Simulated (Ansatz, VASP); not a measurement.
**Se (Selenium): VASP beside Ansatz**

One calculation is typed for both programs; each brings its own data sets and cutoff. How far apart do they land? The cell is taken from a series of VASP runs on this material, whose earlier steps may have relaxed, scaled or displaced it; both programs get it as it stands. Other levels of theory on this material are compared in a session of their own.

Main program and level: Ansatz 0.2.0; plane waves, with VASP 6.6.1 beside it; band structure at r2SCAN and band structure at r2SCAN, spin-orbit coupling.

## 1. Set-up

The structure is trigonal, space group P3_121 (No. 152). The conventional cell has a = 4.366 Å, b = 4.366 Å, c = 4.954 Å, α = 90.00°, β = 90.00°, γ = 120.00°. Nearest to Se lie 2 Se at 2.37 Å.

## 2. Ansatz: band structure, r2SCAN

Ansatz runs on its default PAW (the set named soft_2) files.

The same path points are solved in both programs, so levels can be compared one by one.

The input, input.yaml:

```yaml
crystal:
  lattice:
    - [4.3662, 0.0, 0.0]
    - [-2.1831, 3.781240118, 0.0]
    - [0.0, 0.0, 4.9536]
  atoms:
    - { symbol: Se, position: [0.7746, 0.7746, 0.0] }
    - { symbol: Se, position: [0.0, 0.2254, 0.6666666667] }
    - { symbol: Se, position: [0.2254, 0.0, 0.3333333333] }
hamiltonian:
  xc: r2scan
  pseudopotentials: { kind: paw }
kpoints:
  mp_grid: { grid: [6, 6, 4] }
  band_path:
    path:
      - [0.0, 0.0, 0.0]
      - [0.16667, 0.0, 0.0]
      - [0.33333, 0.0, 0.0]
      - [0.5, 0.0, 0.0]
      - [0.46296, 0.07407, 0.0]
      - [0.40741, 0.18519, 0.0]
      - [0.35185, 0.2963, 0.0]
      - [0.2963, 0.2963, 0.0]
      - [0.18519, 0.18519, 0.0]
      - [0.07407, 0.07407, 0.0]
      - [0.0, 0.0, 0.0]
      - [0.0, 0.0, 0.16667]
      - [0.0, 0.0, 0.33333]
      - [0.0, 0.0, 0.5]
      - [0.11111, 0.0, 0.5]
      - [0.33333, 0.0, 0.5]
      - [0.5, 0.0, 0.5]
      - [0.46296, 0.07407, 0.5]
      - [0.40741, 0.18519, 0.5]
      - [0.35185, 0.2963, 0.5]
      - [0.33333, 0.33333, 0.5]
      - [0.2963, 0.2963, 0.5]
      - [0.18519, 0.18519, 0.5]
      - [0.07407, 0.07407, 0.5]
      - [0.5, 0.0, 0.5]
      - [0.5, 0.0, 0.33333]
      - [0.5, 0.0, 0.16667]
      - [0.5, 0.0, 0.0]
      - [0.33333, 0.33333, 0.11111]
      - [0.33333, 0.33333, 0.27778]
      - [0.33333, 0.33333, 0.5]
    npoints: 1
scf:
  occupations: { method: gaussian, width: 0.03 }
  n_extra_bands: 7
output:
  forces: true
  stress: true
  eigenvalues: true
```

Launch:

```console
$ ansatz run input.yaml --threads 2 --pin off --max-ram 4608MiB --backend cpu --events-out ev --progress --plain --runs-dir out
```

Numbers of over 12 decimals in the logs are rounded to 6 here.

Output:

```text
scf.n_extra_bands = 7 over 24 filled bands (N_el = 48.0): the run solves 31 bands
Engine: ansatz 0.2.0, aarch64-unknown-linux-gnu
Pseudopotentials: kind: paw
Pseudopotential: Se, paw, valence charge 16, recommended cutoff 500 eV (meta_gga), Se.paw.azcp
Functional definition: r2SCAN
  parameter k0 = 0.174
  parameter k1 = 0.065
  parameter a1 = 4.9479
  exchange = r2scan_x(k0 = k0, k1 = k1, a1 = a1)
  correlation = r2scan_c
Crystal: 3 atoms, lattice volume = 81.782 Å³
Basis set: ecut = 500 eV, 2017 PW (Γ), exchange–correlation on 128×128×160 points (64 copies of the dense FFT grid, shifted against one another)
Bands: 31, of which v1, the nominal top of the filled ones, is band 24 counted from 1 (23 counted from 0)
Symmetry: 6 space group operations
Space group: P3121 (ITA 152), of the structure as read, at distance tolerance 4.3e-5 Å
k-points: 24 of 144 (time reversal used)
Non-local potential: Se, projectors of the file, l = 0: 2, l = 1: 2, l = 2: 3, l = 3: 1
PAW form: soft (Blöchl's): semilocal exchange-correlation on the pseudo side does not see the compensation charge
PAW frozen core: Se, regenerated for the run's functional (the file was generated under x = pbe(κ = 0.804, μ = 0.219515), c = pbe(β = 0.066725))
PAW one-centre angular grid: Se, 590 points (default); XC on 160 Gauss nodes
Initial density: superposition of atomic densities (neutral atoms: chi_scale 0, normalization atom), corrected by the library's trained network
Initial wavefunctions: pseudopotential atomic-orbital guess
Functional: x = r2scan, c = r2scan; τ floored in thin density (d = 2e-4 eV/Å³)
SCF iter   1: F=—  HF=-16434.351782 eV  |F-HF|=—  |Δ(HF+E_count)|=         —  Δρ=3.02e-3  dr2=4.98e-3  dr2_τ=9.12e-3  ethr=1.77e-3  ⟨swp⟩=6.3  Hψ=3261  notcnv=0  defer=2
preconditioner: auto → Resta (q_TF=auto, 2.496 Å⁻¹)  ε∞=3.0  [insulator: Δε(μ)=1.265 eV  Ē_g=12.386 eV  σ=0.030 eV  W_gap=1.00  n_scr=20 (ndim 8)  ℏωp=17.4 eV  f_vac=0.096  D(μ)=0.00/eV (n_scr^D=0)  ε∞_Penn≈3.0]
SCF iter   2: F=—  HF=-16434.361064 eV  |F-HF|=—  |Δ(HF+E_count)|=   9.28e-3  Δρ=1.86e-3  dr2=1.66e-3  dr2_τ=3.84e-5  ethr=1.04e-5  ⟨swp⟩=2.0  Hψ=1625  notcnv=0  defer=55
SCF iter   3: F=—  HF=-16434.361709 eV  |F-HF|=—  |Δ(HF+E_count)|=   6.45e-4  Δρ=7.53e-4  dr2=2.98e-4  dr2_τ=6.36e-6  ethr=3.46e-6  ⟨swp⟩=2.8  Hψ=927  notcnv=0  defer=55
SCF iter   4: F=—  HF=-16434.361877 eV  |F-HF|=—  |Δ(HF+E_count)|=   1.69e-4  Δρ=1.01e-4  dr2=7.57e-6  dr2_τ=3.25e-7  ethr=6.21e-7  ⟨swp⟩=2.0  Hψ=905  notcnv=0  defer=55
SCF iter   5: F=—  HF=-16434.361884 eV  |F-HF|=—  |Δ(HF+E_count)|=   6.40e-6  Δρ=1.99e-5  dr2=2.92e-7  dr2_τ=1.05e-8  ethr=1.58e-8  ⟨swp⟩=3.0  Hψ=1265  notcnv=0  defer=55
SCF iter   6: F=-16434.361884 eV  HF=-16434.361884 eV  |F-HF|=6.55e-10  |Δ(HF+E_count)|=   2.14e-7  Δρ=3.08e-6  dr2=5.15e-9  dr2_τ=1.93e-10  ethr=2.08e-10  ⟨swp⟩=8.2  Hψ=3448  notcnv=0
SCF 1 converged in 6 iterations: F = -16434.361884 eV  dr2 = 5.15e-9
  greatest PAW one-centre occupation: 1.000 electrons in one spin orbital (limit 2), on the Se atom at site 1 (counted from 0), in its partial waves of l = 2
NSCF: frozen V_eff on 31 k-points
SCF converged after 6 iterations
Free energy (F): -16434.361884 eV
Harris-Foulkes:  -16434.361884 eV  (|F-HF|=6.55e-10)
Internal energy: -16434.361884 eV  (E = F + TS)
E sigma→0 (E₀):  -16434.361884 eV
Fermi energy:    7.276434 eV
--- Per-component energies (eV) ---
  E_band       = -1269.530410
  E_kinetic    = 352.098278
  E_local      = -7738.568771  (includes V_loc(G=0)·N_el)
  E_nonlocal   = -1781.809188
  E_hartree    = 3790.889797
  E_xc         = -292.736666
  E_vxc        = -314.897554  (∫ρ·V_xc dr)
  E_paw        = -5777.365742  (= ΣΔE_a)
  E_vpaw       = 616.029943  (= ΣTr[D̂ρ^β])
  E_aug_tail   = -0.000628  (compensation charges beyond the density's cutoff)
  E_vtau       = 15.839274  (kinetic-family band-sum trace: ∫τ·v_τ [+ j·A + Jᵃ·Aᵃ] dr)
  E_ewald      = -4981.574654
  E_core_change = -5.294311  (= ΣΔE_core)
  E_smearing   = -0.000000  (= −TS)
  E_closure    = 0.000000  (closes the sum)
  Σ components = -16434.361884   (vs F -16434.361884, Δ=0.00e0)
--- Forces (eV/Å), atoms counted from 1 ---
  atom   1  Se    -0.02720435    -0.04711932     0.00000000
  atom   2  Se    -0.02720435     0.04711932    -0.00000000
  atom   3  Se     0.05440871    -0.00000000     0.00000000
  max |Σ_I F_I| component: 8.33e-17 eV/Å
--- Stress (GPa, compression-positive) ---
        1.056733       0.000000      -0.000000
        0.000000       1.056733       0.000000
       -0.000000       0.000000       1.927596
  P = ⅓ Tr σ = 1.3470 GPa (13.470 kbar)
--- Band table (eV; the first three rows and the last of 24) ---
  k-point 0: bands = [... 20 lower, 2.7405, 4.4713, 4.4713, 6.1542, 8.7560, 8.7560, 9.0199, 13.4309, ... 3 higher]
  k-point 1: bands = [... 20 lower, 2.9877, 4.5917, 4.9533, 5.7332, 8.3393, 8.3540, 8.5697, 13.8672, ... 3 higher]
  k-point 2: bands = [... 20 lower, 3.0963, 5.0211, 5.0211, 5.4081, 8.0856, 8.0858, 8.0858, 13.4411, ... 3 higher]
  k-point 23: bands = [... 20 lower, 1.5026, 5.5629, 6.3879, 6.3879, 7.9108, 9.5938, 9.5938, 13.7326, ... 3 higher]
```

The job ended after 11 s (2 threads of Arm Neoverse V2, shared host; peak memory 0.47 GiB).

The column dr2 measures how far the density is from self-consistency, as an energy; F and HF (Harris–Foulkes) agree once it is small.

## 3. VASP: band structure, r2SCAN

The same cell, functional, mesh and smearing now go to VASP, with its own data sets and cutoff.

Lines of VASP's logs that name or quote its potential files are left out, and so is its time.

The input, INCAR:

```
SYSTEM = Se
PREC = Accurate
ENCUT = 350
EDIFF = 1E-06
NELM = 100
ISMEAR = 0
SIGMA = 0.03
LREAL = .FALSE.
ALGO = Normal
METAGGA = R2SCAN
LASPH = .TRUE.
NBANDS = 22
LORBIT = 11
LWAVE = .FALSE.
LCHARG = .FALSE.
KPAR = 4
```

The input, POSCAR:

```
Se
1.0
    4.3662000000      0.0000000000      0.0000000000
   -2.1831000000      3.7812401180      0.0000000000
    0.0000000000      0.0000000000      4.9536000000
Se
3
Direct
    0.7746000000      0.7746000000      0.0000000000
    0.0000000000      0.2254000000      0.6666666667
    0.2254000000      0.0000000000      0.3333333333
```

The input, KPOINTS:

```
Automatic mesh
0
Gamma
6 6 4
0 0 0
```

The input, KPOINTS_OPT:

```
Line mode
10
Line-mode
Reciprocal
  0.00000000   0.00000000   0.00000000 GAMMA
  0.50000000   0.00000000   0.00000000 M

  0.50000000   0.00000000   0.00000000 M
  0.33333333   0.33333333   0.00000000 K

  0.33333333   0.33333333   0.00000000 K
  0.00000000   0.00000000   0.00000000 GAMMA

  0.00000000   0.00000000   0.00000000 GAMMA
  0.00000000   0.00000000   0.50000000 A

  0.00000000   0.00000000   0.50000000 A
  0.50000000   0.00000000   0.50000000 L

  0.50000000   0.00000000   0.50000000 L
  0.33333333   0.33333333   0.50000000 H

  0.33333333   0.33333333   0.50000000 H
  0.00000000   0.00000000   0.50000000 A

  0.50000000   0.00000000   0.50000000 L
  0.50000000   0.00000000   0.00000000 M

  0.33333333   0.33333333   0.00000000 K
  0.33333333   0.33333333   0.50000000 H
```

PAW data sets: Se (PBE family, release 64).

Launch:

```console
$ mpirun -np 4 vasp_std
```

Output:

```text
[banner, memory and clock lines left out]
running    4 mpi-ranks, on    1 nodes
 distrk:  each k-point on    1 cores,    4 groups
 distr:  one band on    1 cores,    1 groups

 POSCAR found type information on POSCAR Se
 POSCAR found :  1 types and       3 ions
|                                                                             |
|               ----> ADVICE to this user running VASP <----                  |
|                                                                             |
|     You enforced a specific xc type in the INCAR file but a different       |
|     [... a line on the potential file left out ...]
|     I HOPE YOU KNOW WHAT YOU ARE DOING!                                     |
|                                                                             |

 LDA part: xc-table for (None), standard interpolation
 POSCAR, INCAR and KPOINTS ok, starting setup
 FFT: planning ... GRIDC
 FFT: planning ... GRID_SOFT
 FFT: planning ... GRID
 WAVECAR not read
 entering main loop
       N       E                     dE             d eps       ncg     rms          rms(c)
DAV:   1     0.275320065221E+02    0.27532E+02   -0.55615E+03  1056   0.506E+02
DAV:   2    -0.427653794541E+02   -0.70297E+02   -0.66841E+02  1358   0.117E+02
DAV:   3    -0.464560618509E+02   -0.36907E+01   -0.36636E+01  1314   0.272E+01
DAV:   4    -0.464752762156E+02   -0.19214E-01   -0.19213E-01  1234   0.237E+00
DAV:   5    -0.464753710781E+02   -0.94863E-04   -0.94862E-04  1312   0.163E-01    0.719E+00
DAV:   6    -0.428901992566E+02    0.35852E+01   -0.41667E-01  1146   0.381E+00    0.493E+00
DAV:   7    -0.429055915116E+02   -0.15392E-01   -0.10898E-01  1308   0.185E+00    0.811E-01
DAV:   8    -0.429021554122E+02    0.34361E-02   -0.83600E-03  1212   0.478E-01    0.144E-01
DAV:   9    -0.429024808515E+02   -0.32544E-03   -0.70649E-04  1318   0.126E-01    0.657E-02
DAV:  10    -0.429026075526E+02   -0.12670E-03   -0.13564E-04  1200   0.625E-02    0.331E-02
DAV:  11    -0.429026181237E+02   -0.10571E-04   -0.22370E-05  1314   0.271E-02    0.557E-03
DAV:  12    -0.429026190561E+02   -0.93240E-06   -0.68428E-07   974   0.475E-03
   1 F= -.42902619E+02 E0= -.42902619E+02  d E =-.232260E-20
 Start KPOINTS_OPT (optional k-point list driver)
k-point batch [1-24\90]
       N       E                     dE             ncg
DAV:   1    -0.438797993547E+02   -0.80487E+04     1056
DAV:   2    -0.175566059261E+04   -0.17118E+04     1390
DAV:   3    -0.184489591785E+04   -0.89235E+02     1328
DAV:   4    -0.184541755696E+04   -0.52164E+00     1218
DAV:   5    -0.184542020569E+04   -0.26487E-02     1366
DAV:   6    -0.184542023238E+04   -0.26697E-04     1234
DAV:   7    -0.184542023271E+04   -0.33104E-06     1160
[...]
k-point batch [73-90\90]
       N       E                     dE             ncg
DAV:   1     0.193359902200E+04   -0.81443E+04      792
DAV:   2     0.656886702924E+03   -0.12767E+04     1084
DAV:   3     0.591176430793E+03   -0.65710E+02     1010
DAV:   4     0.590776277168E+03   -0.40015E+00      950
DAV:   5     0.590774071643E+03   -0.22055E-02     1044
DAV:   6     0.590774048874E+03   -0.22769E-04      976
DAV:   7     0.590774048596E+03   -0.27859E-06      896
```

From OUTCAR (step 3):

```text
ion  position               nearest neighbor table
   1  0.775  0.775  0.000-   2 2.37   3 2.37
   2  0.000  0.225  0.667-   1 2.37   3 2.37
   3  0.225  0.000  0.333-   1 2.37   2 2.37

  LATTYP: Found a hexagonal cell.
 ALAT       =     4.3662000000
 C/A-ratio  =     1.1345334616

 Subroutine GETGRP returns: Found  6 space group operations
 (whereof  2 operations were pure point group operations)

The static configuration has the point symmetry C_2 .
 The point group associated with its full space group is D_3 .

 Found     24 irreducible k-points:

   k-points           NKPTS =     24   k-points in BZ     NKDIM =     24   number of bands    NBANDS=     22

   dimension x,y,z NGX =    28 NGY =   28 NGZ =   30
   dimension x,y,z NGXF=    56 NGYF=   56 NGZF=   60

   ENCUT  =  350.0 eV  25.72 Ry    5.07 a.u.   6.66  6.66  7.56*2*pi/ulx,y,z

   NELECT =      18.0000    total number of electrons

 k-points in reciprocal lattice and weights: Automatic mesh
   0.00000000  0.00000000  0.00000000       0.007
   0.16666667  0.00000000  0.00000000       0.042
   0.33333333  0.00000000  0.00000000       0.042
   0.50000000  0.00000000  0.00000000       0.021
   0.16666667  0.16666667  0.00000000       0.042
   0.33333333  0.16666667  0.00000000       0.083
   0.33333333  0.33333333  0.00000000       0.014
   0.00000000  0.00000000  0.25000000       0.014
   0.16666667  0.00000000  0.25000000       0.042
[...]
0.33333333  0.16666667  0.50000000       0.083
   0.33333333  0.33333333  0.50000000       0.014

 average (electrostatic) potential at core
       1 -60.7243       2 -60.7243       3 -60.7243

 E-fermi :   2.6103

 k-point     1 :       0.0000    0.0000    0.0000
  band No.  band energies     occupation
    ...
      5      -1.5777      2.00000
      6      -1.4790      2.00000
      7       0.2532      2.00000
      8       0.2532      2.00000
      9       1.9371      2.00000
     10       4.5299      0.00000
     11       4.5299      0.00000
     12       4.8002      0.00000
     13       9.1993      0.00000
     14       9.3389      0.00000
    ...

 k-point     2 :       0.1667    0.0000    0.0000
  band No.  band energies     occupation
    ...
      5      -1.9022      2.00000
      6      -1.2930      2.00000
      7       0.2956      2.00000
      8       0.6501      2.00000
      9       1.7356      2.00000
     10       4.4596      0.00000
     11       4.5473      0.00000
     12       5.0767      0.00000
     13       9.0055      0.00000
     14       9.1440      0.00000
    ...

 k-point     3 :       0.3333    0.0000    0.0000
  band No.  band energies     occupation
    ...
      5      -2.3130      2.00000
      6      -1.3163      2.00000
      7       0.0126      2.00000
      8       0.5883      2.00000
      9       1.4298      2.00000
     10       4.5736      0.00000
     11       4.8367      0.00000
     12       6.0080      0.00000
     13       8.4230      0.00000
     14       9.5969      0.00000
    ...

  Total        0.5059548      0.5059548      0.9390141      0.0000000      0.0000000      0.0000000
  in kB        9.9120495      9.9120495     18.3960201      0.0000000      0.0000000      0.0000000
  external PRESSURE =      12.7400397 kB  Pullay stress =       0.0000000 kB

  energy-cutoff  :      350.00
  volume of cell :       81.78
      direct lattice vectors                 reciprocal lattice vectors
     4.366200000  0.000000000  0.000000000     0.229032110  0.132231751  0.000000000
    -2.183100000  3.781240118  0.000000000     0.000000000  0.264463501  0.000000000
     0.000000000  0.000000000  4.953600000     0.000000000  0.000000000  0.201873385

 POSITION                                       TOTAL-FORCE (eV/Angst)
 -----------------------------------------------------------------------------------
      1.69103      2.92895      0.00000        -0.029950     -0.051875      0.000000
     -0.49207      0.85229      3.30240        -0.029950      0.051875      0.000000
      0.98414      0.00000      1.65120         0.059900      0.000000     -0.000000
 -----------------------------------------------------------------------------------
    total drift:                               -0.000002     -0.000003      0.000000

  FREE ENERGIE OF THE ION-ELECTRON SYSTEM (eV)
  ---------------------------------------------------
  free  energy   TOTEN  =       -42.9026190561 eV

  energy  without entropy=      -42.9026190561  energy(sigma->0) =      -42.90261906

 total charge
# of ion       s       p       d       tot
------------------------------------------
    1        1.512   2.212   0.059   3.784
    2        1.512   2.212   0.059   3.784
    3        1.512   2.212   0.059   3.784
--------------------------------------------------
tot          4.537   6.637   0.176  11.351

[... 3 further parts left out ...]
```

The run ends at a pressure of 1.27 GPa, with forces up to 0.060 eV/Å.

## 4. Side by side

Known differences besides the potentials themselves: VASP keeps PBE cores, Ansatz makes them for the functional; the data sets hold 48 valence electrons in Ansatz (default PAW (the set named soft_2) files) and 18 in VASP; the cutoff is 500 eV in Ansatz and 350 eV in VASP. Total energies have different zeros and are not compared.

The two programs side by side:

```tsv
quantity	Ansatz	VASP	difference
pressure (GPa)	1.35	1.27	+0.07
gap over the path points (eV)	1.269	1.259	+0.010
```

Forces (eV/Å; atoms numbered as in POSCAR):

```tsv
atom	Ansatz x, y, z	VASP x, y, z
Se1	-0.027, -0.047, 0.000	-0.030, -0.052, 0.000
Se2	-0.027, 0.047, 0.000	-0.030, 0.052, 0.000
Se3	0.054, 0.000, 0.000	0.060, 0.000, 0.000
```

Levels at points of the path, from each program's valence-band top (eV; 4 filled, then empty):

```tsv
k (reciprocal lattice)	Ansatz	VASP
0.000 0.000 0.000	-3.90 -2.17 -2.17 -0.49 2.11 2.11 2.38	-3.90 -2.17 -2.17 -0.48 2.11 2.11 2.38
0.167 0.000 0.000	-3.72 -2.13 -1.77 -0.69 2.04 2.13 2.65	-3.71 -2.13 -1.77 -0.69 2.04 2.13 2.65
0.333 0.000 0.000	-3.74 -2.41 -1.83 -0.99 2.16 2.42 3.59	-3.74 -2.41 -1.83 -0.99 2.15 2.42 3.59
0.500 0.000 0.000	-3.59 -2.99 -1.88 -1.08 2.17 2.57 4.37	-3.58 -2.99 -1.88 -1.08 2.16 2.56 4.36
0.463 0.074 0.000	-3.53 -2.99 -1.95 -1.17 2.25 2.70 4.32	-3.53 -2.99 -1.95 -1.17 2.25 2.70 4.31
0.407 0.185 0.000	-3.30 -2.97 -2.27 -1.50 2.65 3.19 4.11	-3.29 -2.96 -2.27 -1.49 2.64 3.18 4.10
0.352 0.296 0.000	-2.99 -2.94 -2.71 -1.70 3.17 3.38 3.96	-2.99 -2.94 -2.70 -1.70 3.16 3.37 3.96
0.296 0.296 0.000	-3.13 -2.85 -2.61 -1.67 3.05 3.40 3.92	-3.13 -2.85 -2.60 -1.67 3.04 3.39 3.91
0.185 0.185 0.000	-3.54 -2.38 -1.88 -1.20 2.39 2.68 3.23	-3.53 -2.38 -1.88 -1.20 2.39 2.68 3.23
0.074 0.074 0.000	-3.70 -2.16 -1.86 -0.61 2.04 2.12 2.54	-3.70 -2.15 -1.85 -0.60 2.03 2.11 2.54
```

The forces differ by 3.2 meV/Å r.m.s., which is 9.2 % of the r.m.s. force of 0.03 eV/Å (both taken over all components). Among the levels compared at these points, filled levels agree within 5 meV and empty ones within 10 meV.

(Part 1 of 2 ends here.)

[Lines on the potential files, build, host, timing and source positions are cut from VASP's logs without a mark.]

[Logs are printed without paths, hosts, clocks, repeated set-up lines and the standing remarks that a program may print on its own settings, such as how far it seeks lower states.]

[Hosts, paths, dates, database ids (printed as entryN), source tags and the programs' standing remarks are cut or masked in the printed files.]
